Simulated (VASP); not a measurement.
CsRb, 2 atoms in the cell. Symmetry: Cmmm, No. 65, orthorhombic system. The conventional cell has a = 6.076 Å, b = 8.506 Å, c = 8.390 Å, α = 90.00°, β = 90.00°, γ = 90.00°. The cell comes from a database or a generator and needn't be the stable form of this composition.

```yaml
Program: VASP 6.6.1
Task: single point
Functional: LDA
Potentials_or_basis: VASP PAW LDA potentials, release 64 (Cs_sv, Rb_sv)
Cutoff: 520 eV
k_mesh: 4 × 4 × 2
Occupations: gaussian, width 0.1 eV
Spin: no spin polarisation
Dipole_correction: no
Further_INCAR_settings: ALGO = Normal; EDIFF = 1e-06; NBANDS = 16
```

Potentials or basis: VASP PAW LDA potentials, release 64 (Cs_sv, Rb_sv).

The run is started by

```sh
$ cat potpaw_LDA.64/Cs_sv/POTCAR potpaw_LDA.64/Rb_sv/POTCAR > POTCAR
$ mpirun -np 1 vasp_std > vasp.out
```

Hardware: 1 thread of Intel(R) Xeon(R) Platinum 8259CL CPU @ 2.50GHz (Skylake/Cascade Lake) (shared host).

**Question.** How long does it take, and how much memory?

**Answer.** Run time: 28 s on 1 thread of Intel(R) Xeon(R) Platinum 8259CL CPU @ 2.50GHz (Skylake/Cascade Lake) (shared host), peak memory 0.26 GiB. Counts: scf iterations 10, k points 14.
